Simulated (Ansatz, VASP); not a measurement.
# FeO (Wuestite) in two plane-wave programs, part 2 of 2

One calculation is typed for both programs; each brings its own data sets and cutoff. How far apart do they land?

VASP 6.6.1 and Ansatz 0.2.0.

So far: Starting point; VASP: relaxation of cell and atoms, PBE.

## (3) Ansatz: relaxation of cell and atoms, PBE

Level of this step: Ansatz beside VASP: Kohn-Sham DFT, plane waves, PBE (Ansatz).

Ansatz runs on its default PAW (the set named soft_2) files.

The same cell, functional, mesh and smearing now go to Ansatz, which takes its cutoff from its data sets.

input.yaml

```yaml
crystal:
  lattice:
    - [0.0, 2.163, 2.163]
    - [2.163, 0.0, 2.163]
    - [2.163, 2.163, 0.0]
  atoms:
    - { symbol: Fe, position: [0.0, 0.0, 0.0], spin: 3.0 }
    - { symbol: O, position: [0.5, 0.5, 0.5] }
hamiltonian:
  xc: pbe
  pseudopotentials: { kind: paw }
magnetization:
  spin_polarized: true
kpoints:
  mp_grid: { grid: [8, 8, 8] }
scf:
  occupations: { method: fermi_dirac, width: 0.05 }
relax:
  f_tol: 0.01
  max_steps: 60
  cell: { stress_tol: 0.05 }
output:
  forces: true
  stress: true
  write_density: true
  write_potential: true
  elf: true
  volumetric_format: npy
```

On the command line:

```bash
$ ansatz run input.yaml --threads 4 --pin off --max-ram 9216MiB --backend cpu --events-out ev --progress --plain --runs-dir out
```

Numbers of over 12 decimals in the logs are rounded to 6 here.

What it wrote:

```text
Engine: ansatz 0.2.0, aarch64-unknown-linux-gnu
Pseudopotentials: kind: paw
Pseudopotential: Fe, paw, valence charge 16, recommended cutoff 420 eV (normal), Fe.paw.azcp
Pseudopotential: O, paw, valence charge 6, recommended cutoff 420 eV (normal), O.paw.azcp
Functional definition: PBE
  parameter kappa = 0.804
  parameter beta = 0.066725
  exchange = pbe_x(kappa = kappa, mu = beta*pi^2/3)
  correlation = pbe_c(beta = beta)
Crystal: 2 atoms, lattice volume = 20.239 Å³
Basis set: ecut = 420 eV, 411 PW (Γ), exchange–correlation on 48×48×48 points (8 copies of the dense FFT grid, shifted against one another)
Bands: 17, of which v1, the nominal top of the filled ones, is band 11 counted from 1 (10 counted from 0)
Symmetry: 48 space group operations
Space group: Fm-3m (ITA 225), of the structure as read, at distance tolerance 2.7e-5 Å
Magnetic group: BNS 225.116 (UNI 1618), of the structure as read, at distance tolerance 2.7e-5 Å
k-points: 29 of 512
Non-local potential: Fe, projectors of the file, l = 0: 3, l = 1: 2, l = 2: 3, l = 3: 1
Non-local potential: O, projectors of the file, l = 0: 2, l = 1: 2, l = 2: 1
PAW form: soft (Blöchl's): semilocal exchange-correlation on the pseudo side does not see the compensation charge
PAW one-centre angular grid: Fe, 590 points (default); XC on 64 Gauss nodes
PAW one-centre angular grid: O, 110 points (default); XC on 64 Gauss nodes
Initial density: superposition of atomic densities (chi_scale 0.1, normalization cell, long waves kept (reshape's long-wave potential 0.00 eV rms))
Starting moments: Σ|m| = 3 μB on 1 of 2 sites
Initial wavefunctions: pseudopotential atomic-orbital guess
Functional: x = pbe(κ = 0.804, μ = 0.219515), c = pbe(β = 0.066725)
SCF iter   1: F=—  HF=-5046.589619 eV  |F-HF|=—  |Δ(HF+E_count)|=         —  Δρ=1.23e-1 (↑1.23e-1 ↓6.41e-2)  dr2=4.23e0  dr2_m=5.84e-1  M=3.419 μB ∫|m|=3.419 μB  β_m=0.30  ethr=3.10e-3  ⟨swp⟩=4.3  Hψ=4092  notcnv=0
Mixer restart at iter 1: flushing history
preconditioner: auto → none  [metal: Δε(μ)=0.032 eV  Ē_g=12.814 eV  σ=0.050 eV  W_gap=0.16  n_scr=8 (ndim 8)  ℏωp=30.9 eV  f_vac=0.000  D(μ)=3.43/eV (n_scr^D=58)  sad-step TF]
SCF iter   2: F=—  HF=-5046.686856 eV  |F-HF|=—  |Δ(HF+E_count)|=   9.72e-2  Δρ=7.35e-2 (↑7.35e-2 ↓4.33e-2)  dr2=6.26e-1  dr2_m=5.07e-1  M=3.627 μB ∫|m|=3.627 μB  β_m=0.43  ethr=3.10e-3  ⟨swp⟩=3.0  Hψ=2362  notcnv=0  defer=16
SCF iter   3: F=—  HF=-5046.978281 eV  |F-HF|=—  |Δ(HF+E_count)|=   2.91e-1  Δρ=3.89e-2 (↑3.89e-2 ↓3.24e-2)  dr2=1.18e-1  dr2_m=2.07e-1  M=3.817 μB ∫|m|=3.818 μB  β_m=0.61  ethr=2.85e-3  ⟨swp⟩=2.1  Hψ=1705  notcnv=0  defer=21
SCF iter   4: F=—  HF=-5047.117587 eV  |F-HF|=—  |Δ(HF+E_count)|=         —  Δρ=1.01e-2 (↑1.01e-2 ↓9.68e-3)  dr2=4.52e-2  dr2_m=4.14e-3  M=4.001 μB ∫|m|=4.011 μB  β_m=0.61  ethr=5.38e-4  ⟨swp⟩=2.6  Hψ=1738  notcnv=0  defer=21
Mixer restart at iter 4: flushing history
SCF iter   5: F=—  HF=-5047.117169 eV  |F-HF|=—  |Δ(HF+E_count)|=   4.18e-4  Δρ=5.76e-3 (↑5.14e-3 ↓5.76e-3)  dr2=1.40e-2  dr2_m=7.96e-4  M=4.001 μB ∫|m|=4.011 μB  β_m=0.54  ethr=2.06e-4  ⟨swp⟩=2.1  Hψ=2143  notcnv=0  defer=27
SCF iter   6: F=—  HF=-5047.118054 eV  |F-HF|=—  |Δ(HF+E_count)|=   8.85e-4  Δρ=2.94e-3 (↑7.71e-4 ↓2.94e-3)  dr2=1.48e-3  dr2_m=3.87e-4  M=4.003 μB ∫|m|=4.013 μB  β_m=0.66  ethr=6.37e-5  ⟨swp⟩=2.0  Hψ=1720  notcnv=0  defer=27
SCF iter   7: F=—  HF=-5047.120321 eV  |F-HF|=—  |Δ(HF+E_count)|=   2.27e-3  Δρ=2.40e-3 (↑2.40e-3 ↓1.11e-3)  dr2=1.42e-3  dr2_m=1.01e-4  M=4.002 μB ∫|m|=4.014 μB  β_m=0.52  ethr=6.74e-6  ⟨swp⟩=2.0  Hψ=2037  notcnv=0  defer=27
SCF iter   8: F=—  HF=-5047.119717 eV  |F-HF|=—  |Δ(HF+E_count)|=   6.05e-4  Δρ=2.87e-4 (↑2.87e-4 ↓1.18e-4)  dr2=2.22e-5  dr2_m=1.94e-6  M=4.003 μB ∫|m|=4.014 μB  β_m=0.76  ethr=6.45e-6  ⟨swp⟩=2.4  Hψ=1820  notcnv=0  defer=27
SCF iter   9: F=—  HF=-5047.119727 eV  |F-HF|=—  |Δ(HF+E_count)|=   1.03e-5  Δρ=4.11e-5 (↑2.55e-5 ↓4.11e-5)  dr2=4.93e-7  dr2_m=6.23e-8  M=4.003 μB ∫|m|=4.014 μB  β_m=0.78  ethr=1.01e-7  ⟨swp⟩=2.5  Hψ=1550  notcnv=0  defer=27
SCF iter  10: F=—  HF=-5047.119727 eV  |F-HF|=—  |Δ(HF+E_count)|=   2.11e-8  Δρ=5.77e-6 (↑5.77e-6 ↓2.71e-6)  dr2=4.27e-9  dr2_m=2.18e-9  M=4.003 μB ∫|m|=4.015 μB  β_m=0.89  ethr=2.24e-9  ⟨swp⟩=2.0  Hψ=1262  notcnv=0  defer=27
SCF iter  11: F=-5047.119727 eV  HF=-5047.119727 eV  |F-HF|=2.08e-10  |Δ(HF+E_count)|=   2.51e-9  Δρ=9.15e-7 (↑6.36e-7 ↓9.15e-7)  dr2=2.65e-10  dr2_m=6.73e-11  M=4.003 μB ∫|m|=4.015 μB  ethr=1.94e-11  ⟨swp⟩=4.1  Hψ=4565  notcnv=0
SCF 1 converged in 11 iterations: F = -5047.119727 eV  dr2 = 2.65e-10
  greatest PAW one-centre occupation: 1.005 electrons in one spin orbital (limit 2), on the Fe atom at site 0 (counted from 0), in its partial waves of l = 1
relax step   1: F+E_penalty+E_count = -5047.11972689 eV  Δ(F+E_penalty+E_count) = +0.000e0 eV  max|allowed force component| = 8.710e-30 eV/Å  Δτ_max = 0.0000 Å  P = -2.025 GPa  Ω = 20.239 Å³  (11 SCF iters, dr2 threshold 1.00e-7 eV, accepted)
[...]
relax step   2: F+E_penalty+E_count = -5047.12150946 eV  Δ(F+E_penalty+E_count) = -1.783e-3 eV  max|allowed force component| = 5.916e-30 eV/Å  Δτ_max = 0.0000 Å  P = -0.742 GPa  Ω = 20.098 Å³  energy of the carried Pulay correction = +5.593e-4 eV  (6 SCF iters, dr2 threshold 2.00e-7 eV, accepted)
[...]
relax step   3: F+E_penalty+E_count = -5047.12201640 eV  Δ(F+E_penalty+E_count) = -5.069e-4 eV  max|allowed force component| = 5.358e-30 eV/Å  Δτ_max = 0.0000 Å  P = +0.011 GPa  Ω = 20.017 Å³  energy of the carried Pulay correction = +8.810e-4 eV  (6 SCF iters, dr2 threshold 2.00e-7 eV, accepted)
[...]
relax step   4: F+E_penalty+E_count = -5047.12107105 eV  Δ(F+E_penalty+E_count) = +9.454e-4 eV  max|allowed force component| = 5.621e-30 eV/Å  Δτ_max = 0.0000 Å  P = -0.049 GPa  Ω = 20.017 Å³  stress off target by 4.89e-2 GPa  SCF on the basis re-selected at this cell (its energy is not comparable with the rows above)  (8 SCF iters)
basis re-selected at this cell: Δ(F+E_penalty+E_count) = +9.454e-4 eV, ΔP = -0.060 GPa vs the last step (what re-selecting the basis moved, of the pressure what is left beyond the Pulay correction that the steps carried, after the strain that the cell walked since its last selection, with what the two solves' SCF thresholds leave and, on support functions, any second-order correction that the steps lacked; it is no m [...]
SCF converged after 8 iterations
Magnetization: 4.0021 μB (13.0011 up, 8.9989 down)
Absolute magnetization: 4.0134 μB (∫|ρ↑−ρ↓|, with the PAW one-centre terms)
Spin contamination: 0.0109 ħ² per cell (⟨S²⟩ above its minimum at these occupations)
Per-site moments (μB) at R_I (Å): [(3.449287, 0.888960), (0.321235, 0.888960)]
Free energy (F): -5047.121071 eV
Harris-Foulkes:  -5047.121071 eV  (|F-HF|=9.09e-13)
Internal energy: -5047.107794 eV  (E = F + TS)
E sigma→0 (E₀):  -5047.114432 eV
Entropy (-TS):   -0.013277 eV (-6.639 meV/atom)
Fermi energy:    14.645436 eV
--- Per-component energies (eV) ---
  E_band       = -266.582054
  E_kinetic    = 515.189477
  E_local      = -2598.348879  (includes V_loc(G=0)·N_el)
  E_nonlocal   = 279.440186
  E_hartree    = 1059.861187
  E_xc         = -187.941482
  E_vxc        = -241.013645  (∫ρ·V_xc dr)
  E_paw        = -1529.440385  (= ΣΔE_a)
  E_vpaw       = -341.574942  (= ΣTr[D̂ρ^β])
  E_aug_tail   = 0.003401  (compensation charges beyond the density's cutoff)
  E_ewald      = -2585.871300
  E_smearing   = -0.013277  (= −TS)
  E_closure    = 0.000000  (closes the sum)
  Σ components = -5047.121071   (vs F -5047.121071, Δ=0.00e0)
--- Forces (eV/Å), atoms counted from 1 ---
  atom   1  Fe    -0.00000000     0.00000000    -0.00000000
  atom   2  O      0.00000000    -0.00000000    -0.00000000
  max |Σ_I F_I| component: 7.69e-30 eV/Å
--- Stress (GPa, compression-positive) ---
       -0.048880      -0.000000      -0.000000
       -0.000000      -0.048880      -0.000000
       -0.000000      -0.000000      -0.048880
  P = ⅓ Tr σ = -0.0489 GPa (-0.489 kbar)
--- Band table (eV; the first three rows and the last of 58) ---
  k-point 0 ↑: bands = [... 7 lower, 10.7509, 10.7595, 10.7595, 10.7595, 10.9582, 10.9582, 14.6330, 29.8370, ... 2 higher]
  k-point 1 ↑: bands = [... 7 lower, 9.6879, 10.8911, 10.8911, 11.2095, 12.0698, 12.0698, 15.6348, 27.7763, ... 2 higher]
  k-point 2 ↑: bands = [... 7 lower, 8.7611, 11.1649, 11.1649, 11.5356, 13.1786, 13.1786, 17.3112, 25.1312, ... 2 higher]
  k-point 28 ↓: bands = [... 7 lower, 9.0347, 14.5891, 14.5891, 15.3949, 15.7240, 16.4758, 23.3437, 24.3645, ... 2 higher]
--- Relaxed structure (3 steps of the walk, 3 accepted, 1 SCFs on fresh bases) ---
  F+E_penalty+E_count = -5047.12107105 eV   max|allowed force component| = 5.621e-30 eV/Å   (the final SCF, on the basis selected at the relaxed cell)
  cell:  # Å, volume = 20.0173 Å³
    - [0, 2.155054, 2.155054]
    - [2.155054, 0, 2.155054]
    - [2.155054, 2.155054, 0]
  atoms:
    - { symbol: Fe, position: [0, 0, 0] }
    - { symbol: O, position: [0.5, 0.5, 0.5] }
```

Elapsed: 2.5 s, on 4 threads of Arm Neoverse V1, shared host; peak memory 0.31 GiB; 8.1 s of CPU time.

## (4) Comparison

Known differences besides the potentials themselves: both relaxations stop at a tolerance, which leaves soft axes loose, and VASP keeps its plane-wave basis; the data sets hold 22 valence electrons in Ansatz (default PAW (the set named soft_2) files) and 14 in VASP; the cutoff is 420 eV in Ansatz and 560 eV in VASP; VASP leaves aspherical gradient terms in its spheres out (LASPH is not set), Ansatz keeps them; Ansatz adds a Pulay correction to the stress that steers its cell, VASP none; site moments are counted in spheres of each program's own size. Total energies have different zeros and are not compared.

Compared:

```
                                         quantity  Ansatz   VASP  difference
                                      volume (Å³)   20.02  20.02     -0.02 %
edge a after relaxation, in the typed setting (Å)   3.048  3.048     -0.01 %
                                total moment (μB)    4.00   4.00        0.00
                               moment on Fe1 (μB)    3.45   3.62       -0.17
                                moment on O2 (μB)    0.32   0.30       +0.02
```

The walks stopped with -0.05 GPa left in Ansatz and 0.00 GPa in VASP; each walk ends within a tolerance, so the volume difference is uncertain by about these residues over the bulk modulus, most in soft cells.

## (5) Summary of results

```
difference in volume (relaxation of cell and atoms, PBE) : -0.016 %
```

**Reading.** The difference in volume is -0.016 % (relaxation of cell and atoms, PBE), within the 1.2 % picked in this series as the mark of a large difference, as far as the stopping tolerances let one tell. Such differences can come from data sets, numerical settings and the points named under the comparisons, not from the functional's error against experiment.

[Lines on the potential files, build, host, timing and source positions are cut from VASP's logs without a mark.]

[Logs are printed without paths, hosts, clocks, repeated set-up lines and the standing remarks that a program may print on its own settings, such as how far it seeks lower states.]

[Hosts, paths, dates, database ids (printed as entryN), source tags and the programs' standing remarks are cut or masked in the printed files.]
